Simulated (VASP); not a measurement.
```yaml
crystal:
  lattice:
    - [2.03772, -3.52944, 0.00000]
    - [2.03772, 3.52944, 0.00000]
    - [0.00000, 0.00000, 5.20860]
  atoms:
    - { symbol: Te, position: [0.33333, 0.66667, 0.26256] }
    - { symbol: Te, position: [0.66667, 0.33333, 0.73744] }
    - { symbol: Pt, position: [0.00000, 0.00000, 0.00000] }
```

These are rev-vdW-DF2, VASP's PBE PAW potentials (set 64) (plane waves; VASP) values and carry that method's errors. Settings: 520 eV cut-off, 10×10×7 Γ-centred mesh, tetrahedra with Blöchl corrections, potentials Te Pt.

Unless said otherwise, spin-orbit coupling is left out, though it shifts the bands of the heavy elements here.

Problem. Tabulate the total density of states (states/eV per cell) against energy (eV; zero at the valence-band maximum or, without a gap, the Fermi level).

Solution. 
| E (eV) | DOS (states/eV) |
|---|---|
| -9.90 | 0.00 |
| -9.34 | 0.00 |
| -8.77 | 0.00 |
| -8.21 | 0.00 |
| -7.65 | 0.00 |
| -7.09 | 0.00 |
| -6.53 | 1.44 |
| -5.96 | 2.72 |
| -5.40 | 4.70 |
| -4.84 | 2.35 |
| -4.28 | 3.64 |
| -3.71 | 3.41 |
| -3.15 | 3.88 |
| -2.70 | 2.80 |
| -2.14 | 2.29 |
| -1.58 | 2.46 |
| -1.02 | 1.54 |
| -0.45 | 0.62 |
| 0.11 | 1.60 |
| 0.67 | 1.79 |
| 1.23 | 1.97 |
| 1.79 | 2.05 |
| 2.36 | 0.27 |
| 2.92 | 0.14 |
| 3.48 | 1.29 |
Within 2 eV below the Fermi level the largest weight inside VASP's projection spheres is Te p, then Pt d.

The compound is PtTe2 in the 1T layered structure. It was relaxed first.
